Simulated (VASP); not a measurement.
Write the native input for VASP 6.6.1 that does the following.

* Task: relaxation of cell and atoms
* Functional: PBE
* Potentials or basis: VASP PAW PBE potentials, release 64 (Nb_sv, Sn_d, Se)
* Cutoff: 520 eV
* k mesh: 10 × 10 × 6
* Occupations: gaussian, width 0.1 eV
* Spin: no spin polarisation
* Further INCAR settings: ALGO = Normal; EDIFF = 1e-07; IBRION = 2; POTIM = 0.3; EDIFFG = -0.005; NSW = 60; ISIF = 3

The structure of Nb2SnSe lies in POSCAR:

```
Nb2SnSe                                 
1.0
    3.2459046114      0.0000000000      0.0000000000
    0.0000000000      3.2459046114     -0.0000000000
    0.0000000000      0.0000000000      7.0474019851
  Nb              Sn              Se            
     2     1     1
Direct
     0.0000000000000000    0.0000000000000000    0.7188474464492797
     0.0000000000000000    1.0000000000000000    0.2811525535507204
     0.5000000000000000    0.5000000000000000    0.0000000000000000
     0.5000000000000000    0.5000000000000000    0.5000000000000000
```

The cell was built by a generator and needn't be a form met in nature.

These files were run (other wordings do the same):

INCAR

```
SYSTEM = Nb2SnSe
PREC     = Accurate       ! precision mode
ENCUT    = 520            ! plane-wave cutoff, eV
EDIFF    = 1E-7           ! SCF threshold, eV
ISMEAR   = 0              ! smearing method
SIGMA    = 0.1            ! smearing width, eV
LREAL    = .False.        ! projectors in reciprocal space
LASPH    = .True.         ! aspherical terms in the spheres
NELM     = 120            ! most SCF steps
ALGO     = Normal         ! electronic algorithm
ISIF     = 3              ! what is computed and relaxed
LWAVE    = .False.        ! write WAVECAR
LCHARG   = .False.        ! write CHGCAR
GGA      = PE             ! functional
IBRION   = 2              ! ionic algorithm
NSW      = 60             ! ionic steps
EDIFFG   = -0.005         ! ionic threshold
POTIM    = 0.3            ! step
KPAR     = 4
```

KPOINTS

```
Automatic mesh
0
Gamma
  10 10 6
  0 0 0
```

Potentials or basis: VASP PAW PBE potentials, release 64 (Nb_sv, Sn_d, Se).

Run with:

```console
$ cat potpaw_PBE.64/Nb_sv/POTCAR potpaw_PBE.64/Sn_d/POTCAR potpaw_PBE.64/Se/POTCAR > POTCAR
$ mpirun -np 4 vasp_std > vasp.out
```

Results of the run:

The energy gained by relaxing is 0.0 meV/atom, the ionic steps are 5 and the pressure after relaxing is 0.0 GPa. The largest force after relaxing is 0.005 eV/Å and the band gap on the k mesh is none (metal or under the smearing width).

Wall time 79 s on 4 MPI ranks on Intel(R) Xeon(R) Platinum 8488C (Sapphire Rapids), with other jobs on the host, peak memory 0.3 GiB a rank.
